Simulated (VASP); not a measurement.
Data:

```
CELL_PARAMETERS angstrom
      4.09504     0.00000     0.00000
      0.00000     4.09504     0.00000
      0.00000     0.00000     4.09504
ATOMIC_POSITIONS crystal
  Cu 0.75000 0.25000 0.75000
  Cu 0.25000 0.75000 0.75000
  Cu 0.75000 0.75000 0.25000
  Cu 0.25000 0.25000 0.25000
  O  0.00000 0.00000 0.00000
  O  0.50000 0.50000 0.50000
```

Method: LDA (Ceperley-Alder, Perdew-Zunger), VASP's LDA PAW potentials (set 64) (plane waves; VASP). Run with 520 eV cut-off, 5×5×5 Γ-centred mesh, Gaussian smearing of 0.050 eV, potentials Cu O.

Task: Give the stress tensor in GPa (positive for a compressed cell).

Result: 
```
10.34   0.00   0.00
 0.00  10.34   0.00
 0.00   0.00  10.34
```
The pressure is its mean diagonal, 10.34 GPa.

The compound is Cu2O in the cuprite structure. This cell is one point of a volume scan, at 0.94 of the reference volume.
